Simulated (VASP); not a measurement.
Consider the following.

```
RuSe
1.0
    2.99376     0.00000     0.00000
    0.00000     2.99376     0.00000
    0.00000     0.00000     2.99376
Ru Se
1 1
Direct
  0.00000   0.00000   0.00000
  0.50000   0.50000   0.50000
```

These are PBE GGA, VASP's PBE PAW potentials (set 64) (plane waves; VASP) values and carry that method's errors. Settings: EDIFF = 1E-3, 400 eV cut-off, 8×8×8 Γ-centred mesh, Gaussian smearing of 0.050 eV, potentials Ru_pv Se.

**Question.** Give the stress tensor in GPa (positive for a compressed cell).

**Answer.** 
```
33.69   0.00   0.00
 0.00  33.69   0.00
 0.00   0.00  33.69
```
The pressure is its mean diagonal, 33.69 GPa.

The structure was generated: RuSe was put into the CsCl type (Pm-3m), which need not be its known phase. The cell was not relaxed at this level. The run is one of a series of settings (EDIFF = 1E-3 against the base run), some of them coarse on purpose.
